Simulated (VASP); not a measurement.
The system is Co.

```xyz
2
Lattice="2.5070 0.0000 0.0000 -1.2535 2.1711 0.0000 0.0000 0.0000 4.0690" Properties=species:S:1:pos:R:3 pbc="T T T"
Co    0.0000    1.4474    1.0172
Co    1.2535    0.7237    3.0518
```

Base run:

| Property | Result |
| --- | --- |
| Program | VASP 6.6.1 |
| Functional | PBE |
| Potentials or basis | VASP PAW PBE potentials, release 64 (Co) |
| Cutoff | 520 eV |
| k mesh | 16 × 16 × 10 |
| Occupations | fermi-dirac, width 0.05 eV |
| Spin | collinear spin, ferromagnetic start |
| Starting moments | [2.0, 2.0] μB |

Its results: pressure -5.0 GPa; net moment 3.19 μB per cell; site moments Co +1.62 μB.

Q: The run is repeated on the same cell with these changes: further incar settings from ALGO = Fast; EDIFF = 1e-06 to ALGO = Fast; EDIFF = 1e-06; NBANDS = 20; hubbard terms from none to Co d U = 1 eV. What comes out?

A: Pressure -4.3 GPa; net moment 3.40 μB per cell; site moments Co +1.74 μB.

Caveats: the U is typed as a test and isn't derived for this compound (some runs).

Not every run made on this cell is shown here.
